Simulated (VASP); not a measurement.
SnTe: energy against strain

SnTe (rock salt, Fm-3m, 32.281 Å³/atom and stress up to 0.13 GPa in the relaxed cell, cube axes along x, y and z) under a strain ε along a cube axis (axis z), the other axes held. r2SCAN in VASP (plane waves, PAW), 480 eV, 8×8×8 Γ-centred mesh, Gaussian smearing 0.05 eV; ions are relaxed, or left where forces stay under 0.02 eV/Å, within the symmetry of each cell.

Here s stands for strain and y for E less E0.

| strain (%) | E less E0 (meV/atom) |
|---|---|
| -1.50 | 3.59 |
| -1.00 | 1.69 |
| -0.50 | 0.50 |
| 0.00 | 0.00 |
| 0.50 | 0.15 |
| 1.00 | 0.90 |
| 1.50 | 2.23 |
| 3.00 | ? |

Fit y of the 7 rows that show it with a parabola. Least squares gives y = 0.001 - 0.4293·s + 1.2929·s². Residuals (row less fit): 0.036, -0.033, -0.039, -0.001, 0.040, 0.035, -0.036; standard error 0.045 (degrees of freedom: 4). Twice the quadratic coefficient over the volume, 2 × 1.2929 meV × 10⁴ × 0.1602 / 32.281 Å³, is the elastic constant C11 = 128 ± 2 GPa (± standard error of the fit, which holds the terms cut off).

### Question
What does the fit predict for y at s = 3.00, and how far is the calculated value from it?

### Answer
y = 0.001 - 0.4293 × 3.0 + 1.2929 × 3.0² = 10.349 meV/atom. The calculation gives 9.20 meV/atom, 1.149 meV/atom below the prediction (12.5 % of the range of y in the table). The row lies outside the fitted rows, so this is an extrapolation. From the scatter of the fitted rows alone, a prediction at this place has a standard error of 0.172 meV/atom, so the miss is 6.7 times that.

A polynomial of degree 3 through the 12 other runs of the series gives 9.25 there, so most of the miss is curvature that the fit leaves out. Spin-orbit coupling is left out, which can shift these values for the heavy elements here. SnTe stands in this structure, which distorts at low temperature. Rows are the converged runs of the series near zero and its far end; series whose fitted rows scatter by over a few per cent of the range, as at a crossing or softening among them, aren't shown in this form, nor equations of state whose B0' disagrees with the runs' pressures. Most that stay on the fit to the last digits aren't either.
